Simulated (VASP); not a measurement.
Crystal: Al2Cl.

```
Al Cl
1.0
     3.78917    0.00000    0.00000
     0.00000    3.78917    0.00000
     0.00000    0.00000    4.76684
Al Cl
2 1
Direct
  0.50000 0.00000 0.34803
  0.00000 0.50000 0.34803
  0.00000 0.00000 0.38485
```

The cell was built by a generator and needn't be a form met in nature.

* Program: VASP 6.6.1
* Task: relaxation of cell and atoms
* Functional: PBE
* Potentials or basis: VASP PAW PBE potentials, release 64 (Al, Cl)
* Cutoff: 600 eV
* k mesh: 7 × 7 × 6
* Occupations: gaussian, width 0.05 eV
* Spin: no spin polarisation

At the start: pressure 50.4 GPa; volume 22.81 Å³/atom.

**Question.** Where does the relaxation end?

**Answer.** Over 28 steps the energy falls by 3316.6 meV/atom and the volume is 25.13 Å³/atom (+10.2 %); space group P4/mmm (No. 123, to 0.05 Å).

The path:
```
step  energy change (eV)  largest force (eV/Å)  pressure (GPa)  volume (Å³)
   1              0.0000                3.4202           50.37        68.44
   2             -8.4927                0.0245           -2.09       156.96
   3             -8.5866                0.5990            1.52       121.60
   4             -8.7035                0.2120           -0.79       137.97
   5             -8.7091                0.2637           -0.49       135.06
   6             -8.7082                0.2936           -0.31       133.52
   7             -8.7275                0.2987           -0.36       131.38
   8             -8.7931                0.3062           -0.54       125.01
   9             -8.9762                0.2802           -1.07       112.47
  10             -9.6300                0.0566           -2.08        88.16
  11             12.2544                0.2415          161.59        42.60
  12             -9.6399                0.0490           -2.01        86.98
  13             -8.9384                0.4561           10.54        64.31
  14             -9.8316                0.0118           -1.64        81.49
  15             -9.8800                0.1800            1.97        72.83
  16             -9.9284                0.0682           -1.10        77.61
  17             -9.9383                0.1150            0.15        75.36
  18             -9.9398                0.0906           -0.52        76.46
  19             -9.8914                0.0999            2.47        70.96
  20             -9.9422                0.0950            0.01        75.47
  21             -9.9446                0.0656            0.21        74.81
  22             -9.9446                0.0626            0.23        74.74
  23             -9.9459                0.0547            0.21        74.80
  24             -9.9486                0.0294            0.17        74.98
  25             -9.9484                0.0281            0.11        75.33
  26             -9.9495                0.0038            0.14        75.14
  27             -9.9496                0.0004           -0.07        75.51
  28             -9.9497                0.0015            0.00        75.39
```

Final structure:
```cif
data_structure
_symmetry_space_group_name_H-M 'P 1'
_symmetry_Int_Tables_number 1
_cell_length_a 5.1712
_cell_length_b 5.1712
_cell_length_c 2.8193
_cell_angle_alpha 90.000
_cell_angle_beta 90.000
_cell_angle_gamma 90.000
_cell_volume 75.39
loop_
_atom_site_label
_atom_site_type_symbol
_atom_site_fract_x
_atom_site_fract_y
_atom_site_fract_z
_atom_site_occupancy
Al1 Al 0.50000 0.00000 0.36000 1
Al2 Al 0.00000 0.50000 0.36000 1
Cl1 Cl 0.00000 0.00000 0.36091 1
```

Caveat: this functional lacks dispersion, which binds the layers, so the pressure and a relaxed spacing across them are unreliable; an odd number of electrons without spin polarisation forces a metal; a magnetic or distorted state may lie lower.
